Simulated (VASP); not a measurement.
Method: PBE GGA, VASP's PBE PAW potentials (set 64) (plane waves; VASP).

The input files of a VASP run:

### POSCAR
```
CsSnI3
1
    6.2403363930     0.0000000000     0.0000000000
    0.0000000000     6.2403363930     0.0000000000
    0.0000000000     0.0000000000     6.2403363930
Cs Sn I
1 1 3
Direct
  0.0000000000   0.0000000000   0.0000000000
  0.5000000000   0.5000000000   0.5000000000
  0.5000000000   0.0000000000   0.5000000000
  0.0000000000   0.5000000000   0.5000000000
  0.5000000000   0.5000000000   0.0000000000
```

**KPOINTS**
```
k-points along high-symmetry lines
15
Line-mode
Reciprocal
  0.000000   0.000000   0.000000 ! GAMMA
  0.000000   0.500000   0.000000 ! X

  0.000000   0.500000   0.000000 ! X
  0.500000   0.500000   0.000000 ! M

  0.500000   0.500000   0.000000 ! M
  0.000000   0.000000   0.000000 ! GAMMA

  0.000000   0.000000   0.000000 ! GAMMA
  0.500000   0.500000   0.500000 ! R

  0.500000   0.500000   0.500000 ! R
  0.000000   0.500000   0.000000 ! X

  0.500000   0.500000   0.500000 ! R
  0.500000   0.500000   0.000000 ! M
```

**INCAR**
```
! general
SYSTEM  = CsSnI3
PREC    = Accurate
ENCUT   = 400
LREAL   = .FALSE.
LASPH   = .TRUE.
ICHARG  = 11

! electronic loop
EDIFF   = 1E-7
NELM    = 100
ALGO    = Normal
LMAXMIX = 4

! smearing
ISMEAR  = 0
SIGMA   = 0.05

! functional
GGA     = PE

! output
LWAVE   = .FALSE.
LCHARG  = .FALSE.
LORBIT  = 11
```

POTCAR, in this order: Cs_sv Sn_d I (PBE.64 set). Program: vasp_std. Read from the step before: CHGCAR.

The resulting files:

### OUTCAR
```
 ion  position               nearest neighbor table
   1  0.000  0.000  0.000-
   2  0.500  0.500  0.500-   3 3.12   4 3.12   5 3.12   5 3.12   3 3.12   4 3.12
   3  0.500  0.000  0.500-   2 3.12   2 3.12
   4  0.000  0.500  0.500-   2 3.12   2 3.12
   5  0.500  0.500  0.000-   2 3.12   2 3.12
  LATTYP: Found a simple cubic cell.
 ALAT       =     6.2403363930
 Subroutine PRICEL returns:
 Original cell was already a primitive cell.
 Subroutine GETGRP returns: Found 48 space group operations
The static configuration has the point symmetry O_h .
The dynamic configuration has the point symmetry O_h .
 Subroutine INISYM returns: Found 48 space group operations
   k-points           NKPTS =     90   k-points in BZ     NKDIM =     90   number of bands    NBANDS=     26
   number of dos      NEDOS =    301   number of ions     NIONS =      5
   total plane-waves  NPLWV =  74088
   dimension x,y,z NGX =    42 NGY =   42 NGZ =   42
   dimension x,y,z NGXF=    84 NGYF=   84 NGZF=   84
   ions per type =               1   1   3
   PREC   = accura    normal or accurate (medium, high low for compatibility)
   ISTART =      0    job   : 0-new  1-cont  2-samecut
   ICHARG =     11    charge: 1-file 2-atom 10-const
   ISPIN  =      1    spin polarized calculation?
   LNONCOLLINEAR =      F non collinear calculations
...
```

**OSZICAR**
```
       N       E                     dE             d eps       ncg     rms          rms(c)
DAV:   1     0.317879789011E+03    0.31788E+03   -0.16183E+04  4696   0.128E+03
DAV:   2     0.238145619798E+02   -0.29407E+03   -0.28836E+03  5810   0.276E+02
DAV:   3    -0.119105272386E+02   -0.35725E+02   -0.35100E+02  5570   0.111E+02
DAV:   4    -0.132739239525E+02   -0.13634E+01   -0.13546E+01  5800   0.254E+01
DAV:   5    -0.133178131387E+02   -0.43889E-01   -0.43880E-01  7024   0.437E+00
DAV:   6    -0.133184715855E+02   -0.65845E-03   -0.65842E-03  6212   0.448E-01
DAV:   7    -0.133184862588E+02   -0.14673E-04   -0.14673E-04  6974   0.687E-02
DAV:   8    -0.133184864994E+02   -0.24066E-06   -0.24075E-06  6202   0.781E-03
DAV:   9    -0.133184865031E+02   -0.36284E-08   -0.38216E-08  4290   0.121E-03
   1 F= -.13318487E+02 E0= -.13318487E+02  d E =-.274063E-08
```

**OUTCAR**
```
 val. band max:        2.6983114659   @ k =   0.5000   0.5000   0.5000

 cond. band min:       3.0728526808   @ k =   0.5000   0.5000   0.5000



 k-point     1 :       0.0000    0.0000    0.0000
  band No.  band energies     occupation
      1     -19.5599      2.00000
      2     -19.3994      2.00000
      3     -19.3994      2.00000
      4     -19.3819      2.00000
      5     -19.3819      2.00000
      6     -19.3819      2.00000
      7     -10.4480      2.00000
      8      -9.7584      2.00000
      9      -9.7584      2.00000
     10      -6.3491      2.00000
     11      -6.3491      2.00000
     12      -6.3491      2.00000
     13      -3.5069      2.00000
     14      -1.8831      2.00000
     15      -1.8831      2.00000
     16      -1.8831      2.00000
     17       0.4548      2.00000
     18       0.4548      2.00000
     19       0.4548      2.00000
     20       0.6057      2.00000
     21       0.6057      2.00000
     22       0.6057      2.00000
     23       4.9427      0.00000
     24       5.8995      0.00000
     25       5.8996      0.00000
     26       6.2324      0.00000

 k-point     2 :       0.0000    0.0357    0.0000
  band No.  band energies     occupation
      1     -19.5599      2.00000
      2     -19.3994      2.00000
      3     -19.3994      2.00000
      4     -19.3819      2.00000
      5     -19.3819      2.00000
      6     -19.3819      2.00000
      7     -10.4464      2.00000
      8      -9.7603      2.00000
      9      -9.7583      2.00000
     10      -6.3491      2.00000
     11      -6.3491      2.00000
     12      -6.3489      2.00000
     13      -3.5269      2.00000
     14      -1.8818      2.00000
     15      -1.8818      2.00000
     16      -1.8521      2.00000
     17       0.4527      2.00000
     18       0.4527      2.00000
     19       0.4528      2.00000
     20       0.6034      2.00000
     21       0.6034      2.00000
     22       0.6037      2.00000
     23       4.9559      0.00000
...
```

The density is held fixed in this step, so its total energy and stress have no physical meaning. Unless said otherwise, spin-orbit coupling is left out, though it shifts the bands of the heavy elements here.

The compound is CsSnI3 in the cubic perovskite structure, the ideal cubic form; the compound distorts at low or room temperature. It was relaxed first.
